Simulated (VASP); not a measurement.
Given:

```
CELL_PARAMETERS angstrom
      3.56046     0.00000     0.00000
     -1.78023     3.08345     0.00000
      0.00000     0.00000     4.54341
ATOMIC_POSITIONS crystal
  Pt 0.00000 0.00000 0.00000
  S  0.66667 0.33333 0.73823
  S  0.33333 0.66667 0.26177
```

The numbers are results of LDA (Ceperley-Alder, Perdew-Zunger), VASP's LDA PAW potentials (set 64) (plane waves; VASP 6.6.1), not measurements. Settings: 400 eV cut-off, 9×9×6 Γ-centred mesh, first-order Methfessel-Paxton smearing of 0.10 eV, potentials Pt S.

Unless said otherwise, spin-orbit coupling is left out, though it shifts the bands of the heavy elements here.

Estimate the energy per atom (σ→0), band gap (on the k-mesh) with the smallest direct gap where there is one.

```
Quantity                                                     Value
------------------------  ----------------------------------------
band gap (on the k-mesh)  none (metal, semimetal or under 0.01 eV)
energy per atom (σ→0)                               -6.071 eV/atom
```

Total energies compare only between runs with the same potentials, cut-off and functional.

The structure comes from a computed database's PtS2 entry (P-3m1); how it stands against other phases isn't given here. It was relaxed first, which changed the volume by -18 %. The start is the result of an earlier pass.
